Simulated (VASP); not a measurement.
# SnSe2 in VASP: notebook, part 2 of 2

VASP 6.6.1. Earlier steps stand in the parts before.

## Step 3: Work function, PBE, non-collinear spin, zero start, spin-orbit coupling

The input, INCAR:

```
PREC = Accurate
ENCUT = 520
EDIFF = 1E-7
ISMEAR = 0
SIGMA = 0.03
LREAL = F
LASPH = T
NELM = 60
ALGO = Fast
ISIF = 2
LWAVE = F
LCHARG = T
MAGMOM = 0 0 0 0 0 0 0 0 0
LORBIT = 11
LSORBIT = T
GGA_COMPAT = F
LDIPOL = T
IDIPOL = 3
DIPOL = 0.5 0.5 0.500
GGA = PE
LVHAR = T
LVACPOTAV = T
KPAR = 4
```

The input, KPOINTS:

```
Automatic mesh
0
Gamma
  12 12 1
```

The input, POSCAR:

```
SnSe2                                   
1.0
    3.8194614116      0.0000000000      0.0000000000
   -1.9097307058      3.3077506067      0.0000000000
    0.0000000000      0.0000000000     19.1800000000
  Se              Sn            
     2     1
Direct
     0.3333330000000032    0.6666669999999968    0.4165470644016892
     0.6666669999999968    0.3333330000000032    0.5834529355983107
     0.0000000000000000    0.0000000000000000    0.5000000000000000
```

Potentials or basis: VASP PAW PBE potentials, release 64 (Se, Sn_d).

The run is started by

```
$ cat potpaw_PBE.64/Se/POTCAR potpaw_PBE.64/Sn_d/POTCAR > POTCAR
$ mpirun -np 4 vasp_ncl > vasp.out
```

OUTCAR:

```text
PREC = Accurate
   ENCUT = 520
   EDIFF = 1E-7
   ISMEAR = 0
   LREAL = F
   LASPH = T
   NELM = 60
   ISIF = 2
   LORBIT = 11
   LSORBIT = T
   GGA = PE

 ion  position               nearest neighbor table
   1  0.333  0.667  0.417-   3 2.72   3 2.72   3 2.72
   2  0.667  0.333  0.583-   3 2.72   3 2.72   3 2.72
   3  0.000  0.000  0.500-   1 2.72   2 2.72   1 2.72   2 2.72   2 2.72   1 2.72

  LATTYP: Found a hexagonal cell.
 ALAT       =     3.8194614116
 C/A-ratio  =     5.0216504195

  Lattice vectors:

 A1 = (   3.8194614116,   0.0000000000,   0.0000000000)
 A2 = (  -1.9097307058,   3.3077506067,   0.0000000000)
 A3 = (   0.0000000000,   0.0000000000,  19.1800000000)

Analysis of symmetry for initial positions (statically):
=====================================================================
 Subroutine PRICEL returns:
 Original cell was already a primitive cell.

 Routine SETGRP: Setting up the symmetry group for a
 hexagonal supercell.

 Subroutine GETGRP returns: Found 12 space group operations
 (whereof 12 operations were pure point group operations)
 out of a pool of 24 trial point group operations.

The static configuration has the point symmetry D_3d.

Analysis of symmetry for dynamics (positions and initial velocities):
=====================================================================
 Subroutine PRICEL returns:
 Original cell was already a primitive cell.

 Routine SETGRP: Setting up the symmetry group for a
 hexagonal supercell.

 Subroutine GETGRP returns: Found 12 space group operations
 (whereof 12 operations were pure point group operations)
[... 897 lines left out ...]
    -1.909730706  3.307750607  0.000000000     0.000000000  0.302320253  0.000000000
     0.000000000  0.000000000 19.180000000     0.000000000  0.000000000  0.052137643

 POSITION                                       TOTAL-FORCE (eV/Angst)
 -----------------------------------------------------------------------------------
     -0.00000      2.20517      7.98937        -0.000000      0.000000     -0.117795
      1.90973      1.10258     11.19063         0.000000     -0.000000      0.117795
      0.00000      0.00000      9.59000        -0.000000      0.000000      0.000000
 -----------------------------------------------------------------------------------
    total drift:                                0.000000      0.000000      0.000000

  FREE ENERGIE OF THE ION-ELECTRON SYSTEM (eV)
  ---------------------------------------------------
  free  energy   TOTEN  =       -11.9429644527 eV

  energy  without entropy=      -11.9429644527  energy(sigma->0) =      -11.94296445

 vacuum level on the upper side and lower side of the slab         3.201         3.201

 Spin-Orbit-Coupling matrix elements

 Ion:    1  E_soc:     -0.0462263
 l=   1
     0.0000000    -0.0075646    -0.0079904
    -0.0075646     0.0000000    -0.0075646
    -0.0079904    -0.0075646     0.0000000
 l=   2
     0.0000000    -0.0000000     0.0000000    -0.0000000    -0.0000023
    -0.0000000     0.0000000     0.0000024     0.0000043    -0.0000000
     0.0000000     0.0000024     0.0000000     0.0000024     0.0000000
    -0.0000000     0.0000043     0.0000024     0.0000000    -0.0000000
    -0.0000023    -0.0000000     0.0000000    -0.0000000     0.0000000
 l=   3
     0.0000000     0.0000000     0.0000000     0.0000000     0.0000000     0.0000000     0.0000000
     0.0000000     0.0000000     0.0000000     0.0000000     0.0000000     0.0000000     0.0000000
     0.0000000     0.0000000     0.0000000     0.0000000     0.0000000     0.0000000     0.0000000
     0.0000000     0.0000000     0.0000000     0.0000000     0.0000000     0.0000000     0.0000000
[... 29 lines left out ...]
 l=   2
     0.0000000    -0.0011955     0.0000000    -0.0011955    -0.0048226
    -0.0011955     0.0000000    -0.0036262    -0.0012020    -0.0011955
     0.0000000    -0.0036262     0.0000000    -0.0036262     0.0000000
    -0.0011955    -0.0012020    -0.0036262     0.0000000    -0.0011955
    -0.0048226    -0.0011955     0.0000000    -0.0011955     0.0000000
 l=   3
     0.0000000     0.0000000     0.0000000     0.0000000     0.0000000     0.0000000     0.0000000
     0.0000000     0.0000000     0.0000000     0.0000000     0.0000000     0.0000000     0.0000000
     0.0000000     0.0000000     0.0000000     0.0000000     0.0000000     0.0000000     0.0000000
     0.0000000     0.0000000     0.0000000     0.0000000     0.0000000     0.0000000     0.0000000
     0.0000000     0.0000000     0.0000000     0.0000000     0.0000000     0.0000000     0.0000000
     0.0000000     0.0000000     0.0000000     0.0000000     0.0000000     0.0000000     0.0000000
     0.0000000     0.0000000     0.0000000     0.0000000     0.0000000     0.0000000     0.0000000

 total charge

# of ion       s       p       d       tot
------------------------------------------
    1        1.483   2.307   0.025   3.815
    2        1.483   2.307   0.025   3.815
    3        1.058   1.009  10.095  12.162
--------------------------------------------------
tot          4.024   5.623  10.145  19.792

 magnetization (x)

# of ion       s       p       d       tot
------------------------------------------
    1        0.000   0.000   0.000   0.000
    2        0.000   0.000   0.000   0.000
    3        0.000   0.000   0.000   0.000
--------------------------------------------------
tot          0.000   0.000   0.000   0.000

 magnetization (y)

# of ion       s       p       d       tot
------------------------------------------
    1        0.000   0.000   0.000   0.000
    2        0.000   0.000   0.000   0.000
    3        0.000   0.000   0.000   0.000
--------------------------------------------------
tot          0.000   0.000   0.000   0.000

 magnetization (z)

# of ion       s       p       d       tot
------------------------------------------
    1        0.000   0.000   0.000   0.000
    2        0.000   0.000   0.000   0.000
    3       -0.000  -0.000  -0.000  -0.000
--------------------------------------------------
tot         -0.000  -0.000  -0.000  -0.000
```

OSZICAR:

```text
N       E                     dE             d eps       ncg     rms          rms(c)
DAV:   1     0.211966967332E+03    0.21197E+03   -0.10808E+04  1468   0.127E+03
DAV:   2     0.140882922106E+02   -0.19788E+03   -0.19372E+03  1714   0.279E+02
DAV:   3    -0.111550180639E+02   -0.25243E+02   -0.25026E+02  1530   0.121E+02
DAV:   4    -0.121836591878E+02   -0.10286E+01   -0.10243E+01  1664   0.282E+01
[... 17 lines left out ...]
RMM:  22    -0.119429628577E+02   -0.15962E-05   -0.51893E-08  1085   0.115E-03    0.128E-04
RMM:  23    -0.119429641101E+02   -0.12524E-05   -0.71782E-08  1206   0.112E-03    0.161E-04
RMM:  24    -0.119429642719E+02   -0.16178E-06   -0.13614E-08   995   0.753E-04    0.119E-04
RMM:  25    -0.119429644225E+02   -0.15053E-06   -0.14775E-08   873   0.696E-04    0.198E-05
RMM:  26    -0.119429644527E+02   -0.30268E-07   -0.10782E-08   690   0.674E-04
   1 F= -.11942964E+02 E0= -.11942964E+02  d E =-.101783E-15  mag=     0.0000    -0.0000     0.0000
```

Run time: 4.3 min. Hardware: 4 MPI ranks of Intel Xeon Platinum 8488C (Sapphire Rapids), shared host; peak memory 0.98 GiB.

Results:

- Free energy: -11.9430 eV
- Largest force: 0.118 eV/Å
- Net moment: 0.00 μB per cell
- Valence electrons inside the program's atomic spheres: Se 3.81; Sn 12.16
- Work function of the upper face: 5.73 eV
- Work function of the lower face: 5.73 eV

Forces in eV/Å, atoms in the order of the input:
```
Se   0.000  0.000 -0.118
Se   0.000  0.000  0.118
Sn   0.000  0.000  0.000
```

Moments on the atoms (μB; x, y, z):
```
Se  0.00 0.00 0.00
Se  0.00 0.00 0.00
Sn  0.00 0.00 0.00
```

## Step 4: Work function, HSE06

POSCAR is that of step 3.

The input, INCAR.step1:

```
PREC = Accurate
ENCUT = 520
EDIFF = 1E-5
ISMEAR = 0
SIGMA = 0.03
LREAL = F
LASPH = T
NELM = 60
ALGO = Normal
ISIF = 2
LWAVE = T
LDIPOL = T
IDIPOL = 3
DIPOL = 0.5 0.5 0.500
GGA = PE
KPAR = 4
```

The input, INCAR.step2:

```
PREC = Accurate
ENCUT = 520
EDIFF = 1E-7
ISMEAR = 0
SIGMA = 0.03
LREAL = F
LASPH = T
NELM = 60
ALGO = Normal
ISIF = 2
LWAVE = F
LCHARG = T
LDIPOL = T
IDIPOL = 3
DIPOL = 0.5 0.5 0.500
GGA = PE
LHFCALC = T
HFSCREEN = 0.2
PRECFOCK = Fast
LVHAR = T
LVACPOTAV = T
ISTART = 1
KPAR = 4
```

The input, KPOINTS:

```
Automatic mesh
0
Gamma
  6 6 1
```

Potentials or basis: VASP PAW PBE potentials, release 64 (Se, Sn_d).

The run is started by

```
$ cat potpaw_PBE.64/Se/POTCAR potpaw_PBE.64/Sn_d/POTCAR > POTCAR
$ cp INCAR.step1 INCAR
$ mpirun -np 4 vasp_std > vasp.out
$ cp INCAR.step2 INCAR
$ mpirun -np 4 vasp_std > vasp.out
```

OUTCAR:

```text
PREC = Accurate
   ENCUT = 520
   EDIFF = 1E-7
   ISMEAR = 0
   LREAL = F
   LASPH = T
   NELM = 60
   ISIF = 2
   GGA = PE
   LHFCALC = T
   HFSCREEN = 0.2
   PRECFOCK = Fast
   ISTART = 1

 ion  position               nearest neighbor table
   1  0.333  0.667  0.417-   3 2.72   3 2.72   3 2.72
   2  0.667  0.333  0.583-   3 2.72   3 2.72   3 2.72
   3  0.000  0.000  0.500-   1 2.72   2 2.72   1 2.72   2 2.72   2 2.72   1 2.72

  LATTYP: Found a hexagonal cell.
 ALAT       =     3.8194614116
[... 329 lines left out ...]
  Direction    XX          YY          ZZ          XY          YZ          ZX
  --------------------------------------------------------------------------------------
  -------------------------------------------------------------------------------------
  Total       -0.4266924     -0.4266924     -1.3002553     -0.0000000      0.0000000      0.0000000
  in kB       -2.8212527     -2.8212527     -8.5971740     -0.0000000      0.0000000      0.0000000
  external PRESSURE =      -4.7465598 kB  Pullay stress =       0.0000000 kB

 VOLUME and BASIS-vectors are now :
 -----------------------------------------------------------------------------
  energy-cutoff  :      520.00
  volume of cell :      242.32
      direct lattice vectors                 reciprocal lattice vectors
     3.819461412  0.000000000  0.000000000     0.261817019  0.151160126  0.000000000
    -1.909730706  3.307750607  0.000000000     0.000000000  0.302320253  0.000000000
     0.000000000  0.000000000 19.180000000     0.000000000  0.000000000  0.052137643

 POSITION                                       TOTAL-FORCE (eV/Angst)
 -----------------------------------------------------------------------------------
     -0.00000      2.20517      7.98937        -0.000000      0.000000      0.403012
      1.90973      1.10258     11.19063         0.000000     -0.000000     -0.403012
      0.00000      0.00000      9.59000        -0.000000      0.000000      0.000000
 -----------------------------------------------------------------------------------
    total drift:                                0.000000     -0.000000     -0.000002

  FREE ENERGIE OF THE ION-ELECTRON SYSTEM (eV)
  ---------------------------------------------------
  free  energy   TOTEN  =       -14.5962071288 eV

  energy  without entropy=      -14.5962071288  energy(sigma->0) =      -14.59620713

 vacuum level on the upper side and lower side of the slab         3.208         3.208
```

OSZICAR.step1:

```text
N       E                     dE             d eps       ncg     rms          rms(c)
DAV:   1     0.207166889673E+03    0.20717E+03   -0.11128E+04   238   0.127E+03
DAV:   2     0.122844884793E+02   -0.19488E+03   -0.19327E+03   305   0.273E+02
DAV:   3    -0.115003190101E+02   -0.23785E+02   -0.23747E+02   312   0.113E+02
DAV:   4    -0.121016795829E+02   -0.60136E+00   -0.60103E+00   313   0.216E+01
DAV:   5    -0.121191606831E+02   -0.17481E-01   -0.17480E-01   380   0.356E+00    0.484E+00
DAV:   6    -0.118598132010E+02    0.25935E+00   -0.63526E-01   369   0.881E+00    0.313E+00
DAV:   7    -0.118423467232E+02    0.17466E-01   -0.22904E-01   298   0.348E+00    0.551E-01
DAV:   8    -0.118393874474E+02    0.29593E-02   -0.23791E-02   315   0.170E+00    0.271E-01
DAV:   9    -0.118396186941E+02   -0.23125E-03   -0.22276E-03   307   0.353E-01    0.604E-02
DAV:  10    -0.118396099784E+02    0.87157E-05   -0.15350E-04   388   0.133E-01    0.316E-02
DAV:  11    -0.118396313216E+02   -0.21343E-04   -0.11979E-04   323   0.572E-02    0.116E-02
DAV:  12    -0.118396565808E+02   -0.25259E-04   -0.73215E-06   224   0.152E-02    0.930E-03
DAV:  13    -0.118397454254E+02   -0.88845E-04   -0.31717E-05   223   0.190E-02    0.585E-03
DAV:  14    -0.118397781603E+02   -0.32735E-04   -0.51681E-06   239   0.823E-03    0.431E-03
DAV:  15    -0.118397934928E+02   -0.15333E-04   -0.18731E-06   252   0.806E-03    0.190E-03
DAV:  16    -0.118398048660E+02   -0.11373E-04   -0.29630E-07   236   0.394E-03    0.940E-04
DAV:  17    -0.118398078093E+02   -0.29433E-05   -0.46882E-07   250   0.232E-03
   1 F= -.11839808E+02 E0= -.11839808E+02  d E =-.297048E-14
```

Run time: 5.4 min. Hardware: 4 MPI ranks of Intel Xeon Platinum 8488C (Sapphire Rapids), shared host; peak memory 0.42 GiB.

What came out:

| Item | Value |
| --- | --- |
| Free energy | -14.5962 eV |
| Largest force | 0.403 eV/Å |
| Band gap on the k mesh | 1.44 eV, indirect (least direct gap 1.82 eV) |
| Ionisation potential of the upper face | 6.53 eV |

Forces on the atoms (eV/Å):
```
Se   0.000  0.000  0.403
Se   0.000  0.000 -0.403
Sn   0.000  0.000  0.000
```

Caveat: the PAW data sets were made with another functional, which shifts forces and pressure a little; spin-orbit coupling is left out, which moves the levels of the heavy elements.

## Step 5: Overview

| level | spin | k mesh | further INCAR settings | grid for exact exchange (PRECFOCK) | screening parameter | gap on the mesh (eV) | largest force (eV/Å) |
| --- | --- | --- | --- | --- | --- | --- | --- |
| PBE | off | 12 × 12 × 1 | ALGO = Fast; EDIFF = 1e-07 | - | - | 0.77 | 0.11 |
| PBE | non-collinear, zero start, SOC | 12 × 12 × 1 | ALGO = Fast; EDIFF = 1e-07 | - | - | - | 0.12 |
| HSE06 | off | 6 × 6 × 1 | ALGO = Normal; EDIFF = 1e-07 | Fast | 0.2 1/A | 1.44 | 0.40 |

Alike in all rows: task work function; potentials or basis VASP PAW PBE potentials, release 64 (Se, Sn_d); cell as given; cutoff (eV) 520; smearing gaussian 0.03 eV.

Caveats: spin-orbit coupling is left out, which moves the levels of the heavy elements (some runs); the PAW data sets were made with another functional, which shifts forces and pressure a little (some runs).

Total energies depend on the potentials used, so only differences within one code and one set of settings carry meaning.
